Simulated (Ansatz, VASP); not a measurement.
## Cross-check of LiPtF3 between VASP and Ansatz

Aim: how closely do two programs agree when they are given the same cell, functional and k mesh? The cell is generated by rule, not measured, and may not be a known phase. The cell is taken from a series of runs on this material, whose earlier steps may have relaxed, scaled, displaced or heated it; both programs get it as it stands.

Method: plane waves, with VASP 6.6.1 beside it; relaxation of cell and atoms at LDA, in Ansatz 0.2.0.

## 1. Set-up

Symmetry: Pm-3m, No. 221, cubic system. The conventional cell has a = 4.209 Å, b = 4.209 Å, c = 4.209 Å, α = 90.00°, β = 90.00°, γ = 90.00°. Nearest to Li lie 12 F at 2.98 Å. Nearest to Pt lie 6 F at 2.10 Å. Nearest to F lie 2 Pt at 2.10 Å. Farther neighbours and most contacts between anions are not listed.

Structure file:

```xyz
5
Lattice="4.2089 0.0000 0.0000 0.0000 4.2089 0.0000 0.0000 0.0000 4.2089" Properties=species:S:1:pos:R:3 pbc="T T T"
Li    2.1044    2.1044    2.1044
Pt    0.0000    0.0000    0.0000
F     0.0000    2.1044    0.0000
F     0.0000    0.0000    2.1044
F     2.1044    0.0000    0.0000
```

## 2. VASP: relaxation of cell and atoms, LDA, pair 1

The relaxed volume is the usual yardstick between codes: in a stiff, nearly cubic crystal its relative difference is about their pressure difference at one cell divided by the bulk modulus.

Lines of VASP's logs that name or quote its potential files are left out, and so is its time.

INCAR reads:

```
SYSTEM = LiPtF3
PREC = Accurate
ENCUT = 750
EDIFF = 1E-07
NELM = 120
ISMEAR = 1
SIGMA = 0.2
LREAL = .FALSE.
ALGO = Normal
GGA = CA
NBANDS = 23
LASPH = .TRUE.
LORBIT = 11
LWAVE = .FALSE.
LCHARG = .FALSE.
ISIF = 3
IBRION = 2
NSW = 80
EDIFFG = -0.005
GGA_COMPAT = .FALSE.
NELMIN = 4
KPAR = 2
```

POSCAR reads:

```
LiPtF3
1.0
    4.2088760000      0.0000000000      0.0000000000
    0.0000000000      4.2088760000      0.0000000000
    0.0000000000      0.0000000000      4.2088760000
Li Pt F
1 1 3
Direct
    0.5000000000      0.5000000000      0.5000000000
    0.0000000000      0.0000000000      0.0000000000
    0.0000000000      0.5000000000      0.0000000000
    0.0000000000      0.0000000000      0.5000000000
    0.5000000000      0.0000000000      0.0000000000
```

KPOINTS reads:

```
Automatic mesh
0
Gamma
8 8 8
0 0 0
```

The projector-augmented-wave data sets are Li_sv, Pt and F (LDA family, release 64).

On the command line:

```
> mpirun -np 2 vasp_std
```

Numbers of over 12 decimals in the logs are rounded to 6 here.

The program printed:

```text
[banner, memory and clock lines left out]
running    2 mpi-ranks, on    1 nodes
 distrk:  each k-point on    1 cores,    2 groups
 distr:  one band on    1 cores,    1 groups

 POSCAR found type information on POSCAR LiPtF
 POSCAR found :  3 types and       5 ions
 LDA part: xc-table for (Slater(with rela. corr.)+CA(PZ))
 , standard interpolation
 POSCAR, INCAR and KPOINTS ok, starting setup
 FFT: planning ... GRIDC
 FFT: planning ... GRID_SOFT
 FFT: planning ... GRID
 WAVECAR not read
 entering main loop
       N       E                     dE             d eps       ncg     rms          rms(c)
DAV:   1     0.286626757468E+03    0.28663E+03   -0.21848E+04  1610   0.190E+03
DAV:   2    -0.432539803156E+01   -0.29095E+03   -0.27463E+03  1899   0.383E+02
DAV:   3    -0.232778550823E+02   -0.18952E+02   -0.18695E+02  2115   0.964E+01
DAV:   4    -0.246655392690E+02   -0.13877E+01   -0.13833E+01  2185   0.139E+01
DAV:   5    -0.246879945912E+02   -0.22455E-01   -0.22431E-01  1930   0.198E+00    0.206E+01
DAV:   6    -0.229125138686E+02    0.17755E+01   -0.87540E+00  1673   0.241E+01    0.147E+01
DAV:   7    -0.227390085337E+02    0.17351E+00   -0.69895E-01  1715   0.849E+00    0.939E+00
DAV:   8    -0.226931304415E+02    0.45878E-01   -0.79968E-02  1855   0.261E+00    0.176E+00
DAV:   9    -0.226897306204E+02    0.33998E-02   -0.17690E-02  2022   0.120E+00    0.312E-01
DAV:  10    -0.226897758469E+02   -0.45227E-04   -0.74717E-04  1864   0.243E-01    0.604E-02
DAV:  11    -0.226897716849E+02    0.41621E-05   -0.12048E-04  1941   0.922E-02    0.695E-02
DAV:  12    -0.226897703269E+02    0.13580E-05   -0.10125E-05  1843   0.285E-02    0.164E-02
DAV:  13    -0.226897704091E+02   -0.82202E-07   -0.15871E-06  2085   0.110E-02    0.217E-03
DAV:  14    -0.226897704051E+02    0.40736E-08   -0.10484E-07  1223   0.292E-03
   1 F= -.22689770E+02 E0= -.22690435E+02  d E =-.226898E+02
 curvature:   0.00 expect dE= 0.000E+00 dE for cont linesearch  0.000E+00
 trial: gam= 0.00000 g(F)=  0.000E+00 g(S)=  0.157E-03 ort = 0.000E+00 (trialstep = 0.100E+01)
 search vector abs. value=  0.157E-03
 bond charge predicted
       N       E                     dE             d eps       ncg     rms          rms(c)
DAV:   1    -0.226913854249E+02   -0.16150E-02   -0.29372E-02  1645   0.141E+00    0.309E-01
DAV:   2    -0.226899227826E+02    0.14626E-02   -0.59844E-03  1876   0.572E-01    0.951E-02
DAV:   3    -0.226898436727E+02    0.79110E-04   -0.27957E-04  1631   0.160E-01    0.811E-02
DAV:   4    -0.226898346614E+02    0.90113E-05   -0.14862E-05  1898   0.295E-02    0.503E-02
DAV:   5    -0.226898321696E+02    0.24918E-05   -0.76332E-06  2010   0.174E-02    0.711E-03
DAV:   6    -0.226898318836E+02    0.28603E-06   -0.12611E-06  1905   0.933E-03    0.727E-04
DAV:   7    -0.226898318906E+02   -0.69876E-08   -0.33034E-08   819   0.163E-03
   2 F= -.22689832E+02 E0= -.22690510E+02  d E =-.614855E-04
 trial-energy change:   -0.000061  1 .order   -0.000058   -0.000157    0.000042
 step:   0.8084(harm=  0.7903)  dis= 0.00000  next Energy=   -22.689836 (dE=-0.654E-04)
 reached required accuracy - stopping structural energy minimisation
```

OUTCAR, selected parts (step 2):

```text
ion  position               nearest neighbor table
   1  0.500  0.500  0.500-
   2  0.000  0.000  0.000-   3 2.10   4 2.10   5 2.10   4 2.10   3 2.10   5 2.10
   3  0.000  0.500  0.000-   2 2.10   2 2.10
   4  0.000  0.000  0.500-   2 2.10   2 2.10
   5  0.500  0.000  0.000-   2 2.10   2 2.10

  LATTYP: Found a simple cubic cell.
 ALAT       =     4.2088760000

 Subroutine GETGRP returns: Found 48 space group operations
 (whereof 48 operations were pure point group operations)

The static configuration has the point symmetry O_h .

 Found     35 irreducible k-points:

   k-points           NKPTS =     35   k-points in BZ     NKDIM =     35   number of bands    NBANDS=     23

   dimension x,y,z NGX =    40 NGY =   40 NGZ =   40
   dimension x,y,z NGXF=    80 NGYF=   80 NGZF=   80

   ENCUT  =  750.0 eV  55.12 Ry    7.42 a.u.   9.40  9.40  9.40*2*pi/ulx,y,z

   NELECT =      34.0000    total number of electrons

 k-points in reciprocal lattice and weights: Automatic mesh
   0.00000000  0.00000000  0.00000000       0.002
   0.12500000  0.00000000  0.00000000       0.012
   0.25000000  0.00000000  0.00000000       0.012
   0.37500000  0.00000000  0.00000000       0.012
   0.50000000  0.00000000  0.00000000       0.006
   0.12500000  0.12500000  0.00000000       0.023
   0.25000000  0.12500000  0.00000000       0.047
   0.37500000  0.12500000  0.00000000       0.047
   0.50000000  0.12500000  0.00000000       0.023
[...]
0.50000000  0.50000000  0.37500000       0.012
   0.50000000  0.50000000  0.50000000       0.002

 average (electrostatic) potential at core
       1 -67.7353       2 -71.0251       3 -77.7158       4 -77.7158       5 -77.7158

 E-fermi :   2.8455

 k-point     1 :       0.0000    0.0000    0.0000
  band No.  band energies     occupation
    ...
     15       0.2455      2.00000
     16       0.2455      2.00000
     17       1.3297      2.00000
     18       1.3298      2.00000
     19       2.6306      2.06250
     20       7.9927      0.00000
     21       9.6854      0.00000
     22       9.6854      0.00000
     23       9.6854      0.00000

 k-point     2 :       0.1250    0.0000    0.0000
  band No.  band energies     occupation
    ...
     15       0.4242      2.00000
     16       0.4242      2.00000
     17       1.3316      2.00000
     18       1.6752      2.00000
     19       2.9008      0.55174
     20       7.9822      0.00000
     21       9.1242      0.00000
     22       9.7017      0.00000
     23       9.7017      0.00000

 k-point     3 :       0.2500    0.0000    0.0000
  band No.  band energies     occupation
    ...
     14       0.2566      2.00000
     15       0.8147      2.00000
     16       0.8148      2.00000
     17       1.3361      2.00000
     18       2.1432      2.00001
     19       3.7432     -0.00000
     20       7.5153      0.00000
     21       8.9340      0.00000
     22       9.7541      0.00000
     23       9.7541      0.00000

  Total       -0.0195294     -0.0195294     -0.0195294      0.0000000      0.0000000      0.0000000
  in kB       -0.4187705     -0.4187705     -0.4187705      0.0000000      0.0000000      0.0000000
  external PRESSURE =      -0.4187705 kB  Pullay stress =       0.0000000 kB

  energy-cutoff  :      750.00
  volume of cell :       74.72
      direct lattice vectors                 reciprocal lattice vectors
     4.211865246  0.000000000  0.000000000     0.237424500 -0.000000000  0.000000000
     0.000000000  4.211865246  0.000000000    -0.000000000  0.237424500  0.000000000
    -0.000000000 -0.000000000  4.211865246    -0.000000000 -0.000000000  0.237424500

 POSITION                                       TOTAL-FORCE (eV/Angst)
 -----------------------------------------------------------------------------------
      2.10593      2.10593      2.10593         0.000000     -0.000000      0.000000
      0.00000      0.00000      0.00000        -0.000000     -0.000000      0.000000
      0.00000      2.10593      0.00000        -0.000000      0.000000      0.000000
     -0.00000     -0.00000      2.10593        -0.000000     -0.000000      0.000000
      2.10593      0.00000      0.00000        -0.000000      0.000000      0.000000
 -----------------------------------------------------------------------------------
    total drift:                               -0.000000      0.000000     -0.000000

  FREE ENERGIE OF THE ION-ELECTRON SYSTEM (eV)
  ---------------------------------------------------
  free  energy   TOTEN  =       -22.6898318906 eV

  energy  without entropy=      -22.6918675721  energy(sigma->0) =      -22.69051045

 reached required accuracy - stopping structural energy minimisation

 total charge
# of ion       s       p       d       tot
------------------------------------------
    1        1.985   0.007   0.000   1.992
    2        0.445   0.424   8.158   9.027
    3        1.733   4.283   0.000   6.016
    4        1.733   4.283   0.000   6.016
    5        1.733   4.283   0.000   6.016
--------------------------------------------------
tot          7.628  13.281   8.158  29.067

[... 3 further parts left out ...]
```

## 3. Ansatz: relaxation of cell and atoms, LDA, pair 1

Ansatz runs on its default PAW (the set named soft_2) files.

The same cell, functional (in two slightly different forms), mesh and smearing now go to Ansatz, which takes its cutoff from its data sets.

input.yaml reads:

```yaml
crystal:
  lattice:
    - [4.2088759491, 0.0, 0.0]
    - [0.0, 4.2088759491, 0.0]
    - [0.0, 0.0, 4.2088759491]
  atoms:
    - { symbol: Li, position: [0.5, 0.5, 0.5] }
    - { symbol: Pt, position: [0.0, 0.0, 0.0] }
    - { symbol: F, position: [0.0, 0.5, 0.0] }
    - { symbol: F, position: [0.0, 0.0, 0.5] }
    - { symbol: F, position: [0.5, 0.0, 0.0] }
kpoints:
  mp_grid: { grid: [8, 8, 8] }
hamiltonian:
  xc: lda
scf:
  occupations: { method: methfessel_paxton, width: 0.2 }
output:
  forces: true
  stress: true
  eigenvalues: true
relax:
  adjacent_minimum: "off"
  f_tol: 0.001
  max_steps: 60
  cell: { stress_tol: 0.01 }
```

On the command line:

```
> ansatz run input.yaml --threads 8 --pin off --max-ram 14336MiB --backend cpu --events-out ev --progress --plain --runs-dir out
```

The program printed:

```text
Engine: ansatz 0.2.0, aarch64-unknown-linux-gnu
Pseudopotentials: kind: paw
Pseudopotential: Li, paw, valence charge 3, recommended cutoff 420 eV (normal), Li.paw.azcp
Pseudopotential: Pt, paw, valence charge 18, recommended cutoff 420 eV (normal), Pt.paw.azcp
Pseudopotential: F, paw, valence charge 7, recommended cutoff 420 eV (normal), F.paw.azcp
Functional definition: SPW92
  exchange = slater_x
  correlation = pw_c
Crystal: 5 atoms, lattice volume = 74.559 Å³
Basis set: ecut = 420 eV, 1419 PW (Γ)
Bands: 26, of which v1, the nominal top of the filled ones, is band 21 counted from 1 (20 counted from 0)
Symmetry: 48 space group operations
Space group: Pm-3m (ITA 221), of the structure as read, at distance tolerance 4.2e-5 Å
k-points: 35 of 512
Non-local potential: Li, projectors of the file, l = 0: 3, l = 1: 2, l = 2: 1
Non-local potential: Pt, projectors of the file, l = 0: 3, l = 1: 2, l = 2: 2, l = 3: 1
Non-local potential: F, projectors of the file, l = 0: 2, l = 1: 2, l = 2: 1
PAW form: soft (Blöchl's): semilocal exchange-correlation on the pseudo side does not see the compensation charge
PAW frozen core: Pt, regenerated for the run's functional, and the local potential with it (the file was generated under x = pbe(κ = 0.804, μ = 0.219515), c = pbe(β = 0.066725))
PAW frozen core: F, regenerated for the run's functional, and the local potential with it (the file was generated under x = pbe(κ = 0.804, μ = 0.219515), c = pbe(β = 0.066725))
PAW one-centre angular grid: Li, 110 points (default); XC on 64 Gauss nodes
PAW one-centre angular grid: Pt, 590 points (default); XC on 64 Gauss nodes
PAW one-centre angular grid: F, 110 points (default); XC on 64 Gauss nodes
Initial density: superposition of atomic densities (neutral atoms: chi_scale 0, normalization atom), corrected by the library's trained network
Initial wavefunctions: pseudopotential atomic-orbital guess
Functional: x = slater, c = lda
SCF iter   1: F=—  HF=-14825.586357 eV  |F-HF|=—  |Δ(HF+E_count)|=         —  Δρ=1.60e-2  dr2=1.33e-1  ethr=1.77e-3  ⟨swp⟩=5.1  Hψ=3403  notcnv=0
preconditioner: auto → none  [metal: Δε(μ)=0.050 eV  Ē_g=12.369 eV  σ=0.200 eV  W_gap=0.20  n_scr=18 (ndim 8)  ℏωp=24.3 eV  f_vac=0.284  D(μ)=0.78/eV (n_scr^D=0)  sad-step TF]
SCF iter   2: F=—  HF=-14825.549200 eV  |F-HF|=—  |Δ(HF+E_count)|=   3.72e-2  S|Δr|=    0.00e0  Δρ=3.99e-3  dr2=9.95e-3  ethr=3.17e-4  ⟨swp⟩=2.4  Hψ=1652  notcnv=0  defer=7
SCF iter   3: F=—  HF=-14825.547297 eV  |F-HF|=—  |Δ(HF+E_count)|=   1.90e-3  S|Δr|=    0.00e0  Δρ=2.49e-3  dr2=4.83e-3  ethr=2.37e-5  ⟨swp⟩=2.1  Hψ=1367  notcnv=0  defer=8
SCF iter   4: F=—  HF=-14825.546193 eV  |F-HF|=—  |Δ(HF+E_count)|=   1.10e-3  S|Δr|=    0.00e0  Δρ=1.06e-3  dr2=4.05e-4  ethr=1.15e-5  ⟨swp⟩=2.0  Hψ=1349  notcnv=0  defer=8
SCF iter   5: F=—  HF=-14825.546101 eV  |F-HF|=—  |Δ(HF+E_count)|=   9.28e-5  S|Δr|=    0.00e0  Δρ=1.96e-4  dr2=1.31e-5  ethr=9.65e-7  ⟨swp⟩=2.7  Hψ=1588  notcnv=0  defer=8
SCF iter   6: F=—  HF=-14825.546105 eV  |F-HF|=—  |Δ(HF+E_count)|=   4.25e-6  S|Δr|=    0.00e0  Δρ=1.60e-5  dr2=8.25e-8  ethr=2.38e-10  ⟨swp⟩=4.7  Hψ=4235  notcnv=0
SCF iter   7: F=-14825.546105 eV  HF=-14825.546105 eV  |F-HF|=5.13e-10  |Δ(HF+E_count)|=   6.95e-8  S|Δr|=    0.00e0  Δρ=1.16e-6  dr2=5.85e-10  ethr=1.96e-10  ⟨swp⟩=2.0  Hψ=3142  notcnv=0
SCF 1 converged in 7 iterations: F = -14825.546105 eV  dr2 = 5.85e-10
  greatest PAW one-centre occupation: 1.000 electrons in one spin orbital (limit 2), on the Pt atom at site 1 (counted from 0), in its partial waves of l = 0
relax step   1: F+E_penalty+E_count = -14825.54610501 eV  Δ(F+E_penalty+E_count) = +0.000e0 eV  max|allowed force component| = 8.336e-29 eV/Å  Δτ_max = 0.0000 Å  P = -0.003 GPa  Ω = 74.559 Å³  (7 SCF iters, dr2 threshold 1.00e-7 eV, accepted)
Initial density: handed on by an earlier stage of this run
Initial wavefunctions: pseudopotential atomic-orbital guess (no wavefunctions were taken with the density)
iter 1 solved again at ethr=1.86e-7 eV; its pass at ethr=3.10e-3 eV (dr2=7.82e-5 eV) is discarded
SCF iter   1: F=—  HF=-14825.546107 eV  |F-HF|=—  |Δ(HF+E_count)|=         —  Δρ=1.28e-6  dr2=7.21e-10  ethr=1.86e-7  ⟨swp⟩=3.0  Hψ=5666  notcnv=0
eigensolver tolerance schedule: the retry pair's looser diagonalisation over-reported the residual by 108522.31 of it (diagonalisation noise at an unbounded share of the residual, at the tolerance the schedule requests for it); recorded, not acted on — ethr = c·dr2/N_el stays at c = 1.0e-1
preconditioner: auto → none  [metal: Δε(μ)=0.050 eV  Ē_g=12.517 eV  σ=0.200 eV  W_gap=0.21  n_scr=18 (ndim 8)  ℏωp=24.3 eV  f_vac=0.275  D(μ)=0.74/eV (n_scr^D=0)]
SCF iter   2: F=—  HF=-14825.546105 eV  |F-HF|=—  |Δ(HF+E_count)|=   2.12e-6  S|Δr|=    0.00e0  Δρ=9.89e-7  dr2=4.27e-10  ethr=1.72e-12  ⟨swp⟩=3.1  Hψ=2208  notcnv=0
SCF iter   3: F=—  HF=-14825.546105 eV  |F-HF|=—  |Δ(HF+E_count)|=  4.00e-11  S|Δr|=    0.00e0  Δρ=5.99e-7  dr2=1.69e-10  ethr=1.02e-12  ⟨swp⟩=2.0  Hψ=1467  notcnv=0
SCF iter   4: F=—  HF=-14825.546105 eV  |F-HF|=—  |Δ(HF+E_count)|=  2.55e-11  S|Δr|=    0.00e0  Δρ=1.82e-7  dr2=2.55e-11  ethr=1.00e-12  ⟨swp⟩=2.5  Hψ=1415  notcnv=0
SCF iter   5: F=-14825.546105 eV  HF=-14825.546105 eV  |F-HF|=9.09e-12  |Δ(HF+E_count)|=  5.46e-12  S|Δr|=    0.00e0  Δρ=6.62e-8  dr2=1.78e-12  ethr=1.00e-12  ⟨swp⟩=3.9  Hψ=3590  notcnv=0
SCF 2 converged in 5 iterations: F = -14825.546105 eV  dr2 = 1.78e-12
relax step   2: F+E_penalty+E_count = -14825.54610501 eV  Δ(F+E_penalty+E_count) = -8.367e-11 eV  max|allowed force component| = 8.772e-29 eV/Å  Δτ_max = 0.0000 Å  P = -0.003 GPa  Ω = 74.559 Å³  stress off target by 3.27e-3 GPa  SCF on the basis re-selected at this cell (its energy is not comparable with the rows above)  (5 SCF iters)
basis re-selected at this cell: Δ(F+E_penalty+E_count) = -8.367e-11 eV, ΔP = -0.000 GPa vs the last step (what re-selecting the basis moved, of the pressure what is left beyond the Pulay correction that the steps carried, after the strain that the cell walked since its last selection, with what the two solves' SCF thresholds leave and, on support functions, any second-order correction that the steps lacked; it is no  [...]
SCF converged after 5 iterations
Stability not checked: this state was not tested for a lower state beside it, because cold or Methfessel-Paxton smearing, or corrected tetrahedra, fill the levels in a way that the test cannot read (fill_not_monotonic; see scf.lower_state_search)
Free energy (F): -14825.546105 eV
Harris-Foulkes:  -14825.546105 eV  (|F-HF|=9.09e-12)
Internal energy: -14825.547966 eV  (E = F + TS)
E sigma→0 (E₀):  -14825.546570 eV
Entropy (-TS):   0.001861 eV (0.372 meV/atom)
Fermi energy:    6.382457 eV
--- Per-component energies (eV) ---
  E_band       = -613.805954
  E_kinetic    = 1272.099585
  E_local      = -5277.141054  (includes V_loc(G=0)·N_el)
  E_nonlocal   = 405.061182
  E_hartree    = 2053.278206
  E_xc         = -500.831062
  E_vxc        = -614.060375  (∫ρ·V_xc dr)
  E_paw        = -9758.375323  (= ΣΔE_a)
  E_vpaw       = -506.327918  (= ΣTr[D̂ρ^β])
  E_aug_tail   = 0.006159  (compensation charges beyond the density's cutoff)
  E_ewald      = -3020.449283
  E_core_change = 0.803625  (= ΣΔE_core)
  E_smearing   = 0.001861  (= −TS)
  E_closure    = -0.000000  (closes the sum)
  Σ components = -14825.546105   (vs F -14825.546105, Δ=0.00e0)
--- Forces (eV/Å), atoms counted from 1 ---
  atom   1  Li     0.00000000     0.00000000    -0.00000000
  atom   2  Pt    -0.00000000     0.00000000     0.00000000
  atom   3  F      0.00000000     0.00000000    -0.00000000
  atom   4  F      0.00000000     0.00000000     0.00000000
  atom   5  F      0.00000000    -0.00000000     0.00000000
  max |Σ_I F_I| component: 1.13e-28 eV/Å
--- Stress (GPa, compression-positive) ---
       -0.003268       0.000000       0.000000
       -0.000000      -0.003268       0.000000
        0.000000       0.000000      -0.003268
  P = ⅓ Tr σ = -0.0033 GPa (-0.033 kbar)
--- Band table (eV; the first three rows and the last of 35) ---
  k-point 0: bands = [... 17 lower, 3.7755, 3.7755, 3.7755, 4.8811, 4.8811, 6.1481, 11.4932, 13.2093, ... 1 higher]
  k-point 1: bands = [... 17 lower, 3.7787, 3.9538, 3.9538, 4.8830, 5.2248, 6.4201, 11.4871, 12.6457, ... 1 higher]
  k-point 2: bands = [... 17 lower, 3.7866, 4.3439, 4.3439, 4.8874, 5.6857, 7.2690, 11.0356, 12.4420, ... 1 higher]
  k-point 34: bands = [... 17 lower, 5.4606, 5.4606, 5.4606, 8.4248, 8.4248, 10.6100, 11.9914, 11.9914, ... 1 higher]
--- Relaxed structure (1 steps of the walk, 1 accepted, 1 SCFs on fresh bases) ---
  F+E_penalty+E_count = -14825.54610501 eV   max|allowed force component| = 8.772e-29 eV/Å   (the final SCF, on the basis selected at the relaxed cell)
  cell:  # Å, volume = 74.5587 Å³
    - [4.2088759491, 0.0, 0.0]
    - [0.0, 4.2088759491, 0.0]
    - [0.0, 0.0, 4.2088759491]
  atoms:
    - { symbol: Li, position: [0.500000, 0.500000, 0.500000] }
    - { symbol: Pt, position: [0.0, 0.0, 0.0] }
    - { symbol: F, position: [0.0, 0.500000, 0.0] }
    - { symbol: F, position: [0.0, 0.0, 0.500000] }
    - { symbol: F, position: [0.500000, 0.0, 0.0] }
```

Reading the cycles: dr2 is the Hartree energy of the density residual (eV), the measure of convergence; HF is the Harris–Foulkes estimate of the energy, which meets the free energy F at convergence.

## 4. Comparison

Known differences besides the potentials themselves: the two LDA forms differ slightly; the data sets hold 42 valence electrons in Ansatz (on its default PAW (the set named soft_2) files) and 34 in VASP; the cutoff is 420 eV in Ansatz and 750 eV in VASP; VASP's log shows a relativistic correction to its local exchange, Ansatz's none; Ansatz adds a Pulay correction to the stress that steers its cell, VASP none. Total energies have different zeros and are not compared.

Compared:

```csv
quantity,Ansatz,VASP,difference
volume (Å³),74.56,74.72,-0.21 %
"edge a after relaxation, in the typed setting (Å)",4.209,4.212,-0.07 %
```

(Continued in part 2 of 2.)

[Lines on the potential files, build, host, timing and source positions are cut from VASP's logs without a mark.]

[Logs are printed without paths, hosts, clocks, repeated set-up lines and the standing remarks that a program may print on its own settings, such as how far it seeks lower states.]

[Hosts, paths, dates, database ids (printed as entryN), source tags and the programs' standing remarks are cut or masked in the printed files.]
